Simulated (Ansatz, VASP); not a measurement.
**Cross-check of SnSe between VASP and Ansatz**

Wanted: the spread between two codes on one cell, functional and k mesh. The structure shown is the end of the Ansatz relaxation below.

Program: Ansatz 0.2.0. Level of theory: plane waves, with VASP 6.6.1 beside it; single point at PBE with D3(BJ). Results are calculated unless marked as measured.

### 1. The structure

It takes space group Pnma (No. 62, orthorhombic). Conventional cell: a = 11.454 Å, b = 4.124 Å, c = 4.503 Å, α = 90.00°, β = 90.00°, γ = 90.00°. Nearest to Sn lie 6 Se at 2.77 to 3.41 Å. Se has 6 Sn at 2.77 to 3.41 Å nearest. Farther neighbours and most contacts between anions are not listed.

As a file:

```cif
data_structure
_symmetry_space_group_name_H-M 'Pnma'
_symmetry_Int_Tables_number 62
_cell_length_a 11.4538
_cell_length_b 4.1238
_cell_length_c 4.5026
_cell_angle_alpha 90.000
_cell_angle_beta 90.000
_cell_angle_gamma 90.000
_cell_volume 212.67
loop_
_atom_site_label
_atom_site_type_symbol
_atom_site_symmetry_multiplicity
_atom_site_Wyckoff_symbol
_atom_site_fract_x
_atom_site_fract_y
_atom_site_fract_z
_atom_site_occupancy
Sn1 Sn 4 c 0.11687 0.25000 0.10857 1
Se1 Se 4 c 0.85680 0.25000 0.47596 1
```

### 2. Ansatz: relaxation, PBE with D3(BJ)

Ansatz runs on its PAW soft_1 files.

This run makes the geometry at which the two programs are then compared.

input.yaml

```yaml
crystal:
  lattice:
    - [11.4255041775, 0.0, 0.0]
    - [0.0, 4.1419456625, 0.0]
    - [0.0, 0.0, 4.50260483]
  atoms:
    - { symbol: Sn, position: [0.118593, 0.25, 0.0925598] }
    - { symbol: Sn, position: [0.381407, 0.75, 0.5925598] }
    - { symbol: Sn, position: [0.618593, 0.25, 0.4074402] }
    - { symbol: Sn, position: [0.881407, 0.75, 0.9074402] }
    - { symbol: Se, position: [0.8572655, 0.25, 0.4773824] }
    - { symbol: Se, position: [0.6427345, 0.75, 0.9773824] }
    - { symbol: Se, position: [0.3572655, 0.25, 0.0226176] }
    - { symbol: Se, position: [0.1427345, 0.75, 0.5226176] }
kpoints:
  mp_grid: { grid: [3, 7, 6] }
scf:
  occupations: { method: fermi_dirac, width: 0.02 }
hamiltonian:
  xc: pbe
  pseudopotentials: { kind: paw, azcp: { folder: soft_1 } }
  dispersion: d3bj
basis:
  ecutwfc: 600
output:
  forces: true
  stress: true
relax:
  f_tol: 0.005
  max_steps: 70
  cell: { stress_tol: 0.02, p_target: 0, fix: [c, alpha, beta, gamma] }
```

Command:

```bash
$ ansatz run input.yaml --threads 4 --pin off --max-ram 10240MiB --backend cpu --events-out ev --progress --plain --runs-dir out
```

Numbers of over 12 decimals in the logs are rounded to 6 here.

The program printed:

```text
Engine: ansatz 0.2.0, aarch64-unknown-linux-gnu
Pseudopotentials: kind: paw
Pseudopotential: Sn, paw, valence charge 14, recommended cutoff 420 eV (normal), soft_1/Sn.paw.azcp
Pseudopotential: Se, paw, valence charge 16, recommended cutoff 420 eV (normal), soft_1/Se.paw.azcp
Functional definition: PBE
  parameter kappa = 0.804
  parameter beta = 0.066725
  exchange = pbe_x(kappa = kappa, mu = beta*pi^2/3)
  correlation = pbe_c(beta = beta)
Crystal: 8 atoms, lattice volume = 213.080 Å³
Basis set: ecut = 600 eV, 7097 PW (Γ), exchange–correlation on 192×72×72 points (8 copies of the dense FFT grid, shifted against one another)
Bands: 72, of which v1, the nominal top of the filled ones, is band 60 counted from 1 (59 counted from 0)
Symmetry: 8 space group operations
Space group: Pnma (ITA 62), of the structure as read, at distance tolerance 6.0e-5 Å
k-points: 32 of 126
Non-local potential: Sn, projectors of the file, l = 0: 2, l = 1: 2, l = 2: 2, l = 3: 1
Non-local potential: Se, projectors of the file, l = 0: 2, l = 1: 2, l = 2: 3, l = 3: 1
PAW form: soft (Blöchl's): semilocal exchange-correlation on the pseudo side does not see the compensation charge
PAW one-centre angular grid: Sn, 590 points (default); XC on 64 Gauss nodes
PAW one-centre angular grid: Se, 590 points (default); XC on 64 Gauss nodes
Initial density: superposition of atomic densities (chi_scale 0.1, normalization cell, long waves kept (reshape's long-wave potential 0.02 eV rms))
Initial wavefunctions: pseudopotential atomic-orbital guess
Functional: x = pbe(κ = 0.804, μ = 0.219515), c = pbe(β = 0.066725)
SCF iter   1: F=—  HF=-45980.569512 eV  |F-HF|=—  |Δ(HF+E_count)|=         —  Δρ=2.93e-2  dr2=2.44e0  ethr=3.10e-3  ⟨swp⟩=6.4  Hψ=8634  notcnv=0
preconditioner: auto → Resta (q_TF=auto, 2.479 Å⁻¹)  ε∞=2.8  [insulator: Δε(μ)=0.303 eV  Ē_g=17.111 eV  σ=0.020 eV  W_gap=1.00  n_scr=56 (ndim 8)  ℏωp=22.8 eV  f_vac=0.000  D(μ)=0.00/eV (n_scr^D=0)  ε∞_Penn≈2.8]
SCF iter   2: F=—  HF=-45979.952585 eV  |F-HF|=—  |Δ(HF+E_count)|=   6.17e-1  Δρ=1.38e-2  dr2=4.42e-1  ethr=2.03e-3  ⟨swp⟩=3.9  Hψ=4118  notcnv=0  defer=184
SCF iter   3: F=—  HF=-45979.834526 eV  |F-HF|=—  |Δ(HF+E_count)|=   1.18e-1  Δρ=3.05e-3  dr2=1.66e-2  ethr=3.69e-4  ⟨swp⟩=3.8  Hψ=4346  notcnv=0  defer=184
SCF iter   4: F=—  HF=-45979.835802 eV  |F-HF|=—  |Δ(HF+E_count)|=   1.28e-3  Δρ=7.64e-4  dr2=2.14e-3  ethr=1.39e-5  ⟨swp⟩=2.0  Hψ=4240  notcnv=0  defer=184
SCF iter   5: F=—  HF=-45979.836028 eV  |F-HF|=—  |Δ(HF+E_count)|=   2.27e-4  Δρ=2.68e-4  dr2=2.01e-4  ethr=1.78e-6  ⟨swp⟩=2.0  Hψ=4040  notcnv=0  defer=184
SCF iter   6: F=—  HF=-45979.836096 eV  |F-HF|=—  |Δ(HF+E_count)|=   6.73e-5  Δρ=6.58e-5  dr2=9.14e-6  ethr=1.68e-7  ⟨swp⟩=2.0  Hψ=4040  notcnv=0  defer=184
SCF iter   7: F=—  HF=-45979.836154 eV  |F-HF|=—  |Δ(HF+E_count)|=   5.82e-5  Δρ=1.60e-5  dr2=5.28e-7  ethr=7.61e-9  ⟨swp⟩=3.0  Hψ=3707  notcnv=0  defer=184
SCF iter   8: F=-45979.836155 eV  HF=-45979.836155 eV  |F-HF|=3.19e-8  |Δ(HF+E_count)|=   9.71e-7  Δρ=3.31e-6  dr2=2.46e-8  ethr=8.33e-11  ⟨swp⟩=5.1  Hψ=8682  notcnv=0
SCF 1 converged in 8 iterations: F = -45979.836155 eV  dr2 = 2.46e-8
  greatest PAW one-centre occupation: 1.000 electrons in one spin orbital (limit 2), on the Se atom at site 7 (counted from 0), in its partial waves of l = 2
relax step   1: F+E_penalty+E_count = -45979.83615479 eV  Δ(F+E_penalty+E_count) = +0.000e0 eV  max|allowed force component| = 1.392e-1 eV/Å  Δτ_max = 0.0000 Å  P = -0.705 GPa  Ω = 213.080 Å³  fix = [c, alpha, beta, gamma]  reactions: c -1.854 GPa  (8 SCF iters, dr2 threshold 1.00e-7 eV, accepted)
[...]
relax step   5: F+E_penalty+E_count = -45979.85780977 eV  Δ(F+E_penalty+E_count) = -1.457e-4 eV  max|allowed force component| = 9.766e-3 eV/Å  Δτ_max = 0.0088 Å  P = -0.177 GPa  Ω = 212.547 Å³  energy of the carried Pulay correction = +5.508e-6 eV  fix = [c, alpha, beta, gamma]  reactions: c -0.640 GPa  (6 SCF iters, dr2 threshold 3.45e-8 eV, accepted)
[...]
relax step   6: F+E_penalty+E_count = -45979.85787680 eV  Δ(F+E_penalty+E_count) = -6.703e-5 eV  max|allowed force component| = 8.151e-4 eV/Å  Δτ_max = 0.0033 Å  P = -0.222 GPa  Ω = 212.671 Å³  energy of the carried Pulay correction = +4.220e-6 eV  fix = [c, alpha, beta, gamma]  reactions: c -0.666 GPa  (6 SCF iters, dr2 threshold 1.30e-8 eV, accepted)
[...]
relax step   7: F+E_penalty+E_count = -45979.85787279 eV  Δ(F+E_penalty+E_count) = +4.013e-6 eV  max|allowed force component| = 8.150e-4 eV/Å  Δτ_max = 0.0000 Å  P = -0.222 GPa  Ω = 212.671 Å³  fix = [c, alpha, beta, gamma]  reactions: c -0.666 GPa  stress off target by 5.05e-3 GPa on what of the cell is left free  SCF on the basis re-selected at this cell (its energy is not comparable with the rows above)  (9 SCF iters)
basis re-selected at this cell: Δ(F+E_penalty+E_count) = +4.013e-6 eV, ΔP = +0.000 GPa vs the last step (what re-selecting the basis moved, of the pressure what is left beyond the Pulay correction that the steps carried, after the strain that the cell walked since its last selection, with what the two solves' SCF thresholds leave and, on support functions, any second-order correction that the steps lacked; it is no m [...]
SCF converged after 9 iterations
Free energy (F): -45979.857873 eV
Harris-Foulkes:  -45979.857873 eV  (|F-HF|=0.00e0)
Internal energy: -45979.857873 eV  (E = F + TS)
E sigma→0 (E₀):  -45979.857873 eV
Entropy (-TS):   -0.000000 eV (-0.000 meV/atom)
Fermi energy:    9.247859 eV
--- Per-component energies (eV) ---
  E_band       = -1892.152360
  E_kinetic    = 1108.823435
  E_local      = -14748.424860  (includes V_loc(G=0)·N_el)
  E_nonlocal   = -836.284013
  E_hartree    = 7653.374648
  E_xc         = -844.057082
  E_vxc        = -682.029222  (∫ρ·V_xc dr)
  E_paw        = -25994.080932  (= ΣΔE_a)
  E_vpaw       = -2040.987155  (= ΣTr[D̂ρ^β])
  E_aug_tail   = 0.000158  (compensation charges beyond the density's cutoff)
  E_ewald      = -12316.297976
  E_disp       = -2.911250  (pairwise vdW)
  E_smearing   = -0.000000  (= −TS)
  E_closure    = -0.000000  (closes the sum)
  Σ components = -45979.857873   (vs F -45979.857873, Δ=0.00e0)
--- Forces (eV/Å), atoms counted from 1 ---
  atom   1  Sn     0.00081501     0.00000000     0.00005477
  atom   2  Sn    -0.00081501     0.00000000     0.00005477
  atom   3  Sn     0.00081501     0.00000000    -0.00005477
  atom   4  Sn    -0.00081501     0.00000000    -0.00005477
  atom   5  Se    -0.00014861     0.00000000     0.00009956
  atom   6  Se     0.00014861     0.00000000     0.00009956
  atom   7  Se    -0.00014861     0.00000000    -0.00009956
  atom   8  Se     0.00014861     0.00000000    -0.00009956
  max |Σ_I F_I| component: 5.42e-20 eV/Å
--- Stress (GPa, compression-positive) ---
       -0.004885       0.000000       0.000000
        0.000000       0.005047      -0.000000
        0.000000      -0.000000      -0.666055
  P = ⅓ Tr σ = -0.2220 GPa (-2.220 kbar)
--- Relaxed structure (6 steps of the walk, 6 accepted, 1 SCFs on fresh bases) ---
  F+E_penalty+E_count = -45979.85787279 eV   max|allowed force component| = 8.150e-4 eV/Å   (the final SCF, on the basis selected at the relaxed cell)
  cell:  # Å, volume = 212.6712 Å³
    - [11.453806, 0, 0]
    - [0, 4.123776, 0]
    - [0, 0, 4.50260483]
  atoms:
    - { symbol: Sn, position: [0.116867, 0.250000, 0.108569] }
    - { symbol: Sn, position: [0.383133, 0.750000, 0.608569] }
    - { symbol: Sn, position: [0.616867, 0.250000, 0.391431] }
    - { symbol: Sn, position: [0.883133, 0.750000, 0.891431] }
    - { symbol: Se, position: [0.856801, 0.250000, 0.475959] }
    - { symbol: Se, position: [0.643199, 0.750000, 0.975959] }
    - { symbol: Se, position: [0.356801, 0.250000, 0.024041] }
    - { symbol: Se, position: [0.143199, 0.750000, 0.524041] }
```

### 3. VASP: single point, PBE with D3(BJ), pair 1

The same cell, functional, mesh and smearing now go to VASP, with its own data sets.

Lines of VASP's logs that name or quote its potential files are left out, and so is its time.

INCAR

```
SYSTEM = SnSe
PREC = Accurate
ENCUT = 500
EDIFF = 1E-06
NELM = 120
ISMEAR = -1
SIGMA = 0.02
LREAL = .FALSE.
ALGO = Normal
GGA = PE
IVDW = 12
NBANDS = 49
LORBIT = 11
LWAVE = .FALSE.
LCHARG = .FALSE.
ISIF = 2
LASPH = .TRUE.
GGA_COMPAT = .FALSE.
EFERMI = MIDGAP
KPAR = 2
```

POSCAR

```
SnSe
1.0
   11.4538061991      0.0000000000      0.0000000000
    0.0000000000      4.1237764612      0.0000000000
    0.0000000000      0.0000000000      4.5026048300
Sn Se
4 4
Direct
    0.1168674288      0.2500000000      0.1085687474
    0.3831325712      0.7500000000      0.6085687474
    0.6168674288      0.2500000000      0.3914312526
    0.8831325712      0.7500000000      0.8914312526
    0.8568005004      0.2500000000      0.4759593155
    0.6431994996      0.7500000000      0.9759593155
    0.3568005004      0.2500000000      0.0240406845
    0.1431994996      0.7500000000      0.5240406845
```

KPOINTS

```
Automatic mesh
0
Gamma
3 7 6
0 0 0
```

The projector-augmented-wave data sets are Sn_d and Se (PBE family, release 64).

Command:

```bash
$ mpirun -np 2 vasp_std
```

The program printed:

```text
[banner, memory and clock lines left out]
running    2 mpi-ranks, on    1 nodes
 distrk:  each k-point on    1 cores,    2 groups
 distr:  one band on    1 cores,    1 groups

 POSCAR found type information on POSCAR SnSe
 POSCAR found :  2 types and       8 ions
 LDA part: xc-table for (Slater+PW92), standard interpolation
 POSCAR, INCAR and KPOINTS ok, starting setup
 FFT: planning ... GRIDC
 FFT: planning ... GRID_SOFT
 FFT: planning ... GRID
 WAVECAR not read
 entering main loop
       N       E                     dE             d eps       ncg     rms          rms(c)
DAV:   1     0.863935559418E+03    0.86394E+03   -0.36246E+04  3377   0.206E+03
DAV:   2     0.116401292957E+03   -0.74753E+03   -0.72469E+03  3136   0.595E+02
DAV:   3    -0.237862700187E+02   -0.14019E+03   -0.13431E+03  3785   0.203E+02
DAV:   4    -0.332181703937E+02   -0.94319E+01   -0.92708E+01  3671   0.535E+01
DAV:   5    -0.335327459538E+02   -0.31458E+00   -0.31378E+00  3751   0.105E+01    0.644E+00
DAV:   6    -0.328121921179E+02    0.72055E+00   -0.13433E+00  4321   0.577E+00    0.402E+00
DAV:   7    -0.328078732890E+02    0.43188E-02   -0.57666E-01  4079   0.266E+00    0.153E+00
DAV:   8    -0.328051413410E+02    0.27319E-02   -0.59179E-02  4090   0.155E+00    0.333E-01
DAV:   9    -0.328053500169E+02   -0.20868E-03   -0.78082E-03  3884   0.581E-01    0.107E-01
DAV:  10    -0.328054706640E+02   -0.12065E-03   -0.84962E-04  3901   0.142E-01    0.590E-02
DAV:  11    -0.328055341072E+02   -0.63443E-04   -0.25663E-04  4108   0.926E-02    0.201E-02
DAV:  12    -0.328055204948E+02    0.13612E-04   -0.39071E-05  3978   0.341E-02    0.752E-03
DAV:  13    -0.328055209931E+02   -0.49821E-06   -0.63226E-06  3020   0.954E-03
   1 F= -.35715994E+02 E0= -.35715994E+02  d E =-.137224E-07
```

From OUTCAR (step 3):

```text
ion  position               nearest neighbor table
   1  0.117  0.250  0.109-   7 2.77   8 2.80   8 2.80   4 3.52   4 3.52
   2  0.383  0.750  0.609-   8 2.77   7 2.80   7 2.80   3 3.52   3 3.52
   3  0.617  0.250  0.391-   5 2.77   6 2.80   6 2.80   2 3.52   2 3.52
   4  0.883  0.750  0.891-   6 2.77   5 2.80   5 2.80   1 3.52   1 3.52
   5  0.857  0.250  0.476-   3 2.77   4 2.80   4 2.80
   6  0.643  0.750  0.976-   4 2.77   3 2.80   3 2.80
   7  0.357  0.250  0.024-   1 2.77   2 2.80   2 2.80
   8  0.143  0.750  0.524-   2 2.77   1 2.80   1 2.80

  LATTYP: Found a simple orthorhombic cell.
 ALAT       =     4.1237764612
 B/A-ratio  =     1.0918644287
 C/A-ratio  =     2.7775041414

 Subroutine GETGRP returns: Found  8 space group operations
 (whereof  2 operations were pure point group operations)

The static configuration has the point symmetry S_2 .
 The point group associated with its full space group is D_2h.

 Found     32 irreducible k-points:

   k-points           NKPTS =     32   k-points in BZ     NKDIM =     32   number of bands    NBANDS=     49

   dimension x,y,z NGX =    84 NGY =   30 NGZ =   36
   dimension x,y,z NGXF=   168 NGYF=   60 NGZF=   72

   ENCUT  =  500.0 eV  36.75 Ry    6.06 a.u.  20.88  7.52  8.21*2*pi/ulx,y,z

   NELECT =      80.0000    total number of electrons

 k-points in reciprocal lattice and weights: Automatic mesh
   0.00000000  0.00000000  0.00000000       0.008
   0.33333333  0.00000000  0.00000000       0.016
   0.00000000  0.14285714  0.00000000       0.016
   0.33333333  0.14285714  0.00000000       0.032
   0.00000000  0.28571429  0.00000000       0.016
   0.33333333  0.28571429  0.00000000       0.032
   0.00000000  0.42857143  0.00000000       0.016
   0.33333333  0.42857143  0.00000000       0.032
   0.00000000  0.00000000  0.16666667       0.016
[...]
0.00000000  0.42857143  0.50000000       0.016
   0.33333333  0.42857143  0.50000000       0.032

 average (electrostatic) potential at core
       1-101.4613       2-101.4613       3-101.4613       4-101.4613       5 -52.6118
       6 -52.6118       7 -52.6118       8 -52.6118

 E-fermi :   5.8338

 k-point     1 :       0.0000    0.0000    0.0000
  band No.  band energies     occupation
    ...
     36       3.5607      2.00000
     37       4.0089      2.00000
     38       4.3780      2.00000
     39       4.6893      2.00000
     40       4.9987      2.00000
     41       6.2003      0.00000
     42       8.3090      0.00000
     43       8.5418      0.00000
     44       8.5758      0.00000
     45       8.7320      0.00000
    ...

 k-point     2 :       0.3333    0.0000    0.0000
  band No.  band energies     occupation
    ...
     36       3.5138      2.00000
     37       3.5457      2.00000
     38       3.8743      2.00000
     39       4.8183      2.00000
     40       4.9727      2.00000
     41       7.3898      0.00000
     42       8.1225      0.00000
     43       8.2342      0.00000
     44       8.5919      0.00000
     45       9.0851      0.00000
    ...

 k-point     3 :       0.0000    0.1429    0.0000
  band No.  band energies     occupation
    ...
     36       3.6313      2.00000
     37       3.9205      2.00000
     38       4.6976      2.00000
     39       4.7219      2.00000
     40       4.9130      2.00000
     41       6.3580      0.00000
     42       7.6028      0.00000
     43       8.3209      0.00000
     44       8.6787      0.00000
     45       8.7329      0.00000
    ...

 Edisp (eV)   -2.91047

  Total       0.05637     0.04797    -0.83480     0.00000    -0.00000     0.00000
  in kB       0.42466     0.36140    -6.28903     0.00000    -0.00000     0.00000
  external pressure =       -1.83 kB  Pullay stress =        0.00 kB

  energy-cutoff  :      500.00
  volume of cell :      212.67
      direct lattice vectors                 reciprocal lattice vectors
    11.453806199  0.000000000  0.000000000     0.087307222  0.000000000  0.000000000
     0.000000000  4.123776461  0.000000000     0.000000000  0.242496171  0.000000000
     0.000000000  0.000000000  4.502604830     0.000000000  0.000000000  0.222093663

 POSITION                                       TOTAL-FORCE (eV/Angst)
 -----------------------------------------------------------------------------------
      1.33858      1.03094      0.48884        -0.013990     -0.000000     -0.011792
      4.38833      3.09283      2.74014         0.013990      0.000000     -0.011792
      7.06548      1.03094      1.76246        -0.013990      0.000000      0.011792
     10.11523      3.09283      4.01376         0.013990      0.000000      0.011792
      9.81363      1.03094      2.14306         0.007628      0.000000     -0.010979
      7.36708      3.09283      4.39436        -0.007628      0.000000     -0.010979
      4.08672      1.03094      0.10825         0.007628      0.000000      0.010979
      1.64018      3.09283      2.35955        -0.007628     -0.000000      0.010979
 -----------------------------------------------------------------------------------
    total drift:                                0.000000     -0.000000     -0.000000

  FREE ENERGIE OF THE ION-ELECTRON SYSTEM (eV)
  ---------------------------------------------------
  free  energy   TOTEN  =       -35.7159938165 eV

  energy  without entropy=      -35.7159938027  energy(sigma->0) =      -35.71599381

 total charge
# of ion       s       p       d       tot
------------------------------------------
    1        1.345   0.751   9.995  12.091
    2        1.345   0.751   9.995  12.091
    3        1.345   0.751   9.995  12.091
    4        1.345   0.751   9.995  12.091
    5        1.473   2.324   0.025   3.822
    6        1.473   2.324   0.025   3.822
    7        1.473   2.324   0.025   3.822
    8        1.473   2.324   0.025   3.822
--------------------------------------------------
tot         11.272  12.299  40.080  63.651

[... 3 further parts left out ...]
```

The run ends at a pressure of -0.18 GPa, with forces up to 0.018 eV/Å.

### 4. Comparison

Known differences besides the potentials themselves: the data sets hold 120 valence electrons in Ansatz (on its PAW soft_1 files) and 80 in VASP; the cutoff is 600 eV in Ansatz and 500 eV in VASP; Ansatz's pressure holds a Pulay correction, VASP's none. Total energies have different zeros and are not compared.

The two programs side by side:

```
              quantity  Ansatz   VASP  difference
        pressure (GPa)   -0.22  -0.18       -0.04
gap on the k mesh (eV)   0.571  0.567      +0.003
```

At this near-relaxed geometry the largest component of a force difference is 15 meV/Å. A gap on the mesh is an upper bound, since the band edges may lie between its points.

(Part 1 of 2 ends here.)

[Lines on the potential files, build, host, timing and source positions are cut from VASP's logs without a mark.]

[Logs are printed without paths, hosts, clocks, repeated set-up lines and the standing remarks that a program may print on its own settings, such as how far it seeks lower states.]

[Hosts, paths, dates, database ids (printed as entryN), source tags and the programs' standing remarks are cut or masked in the printed files.]
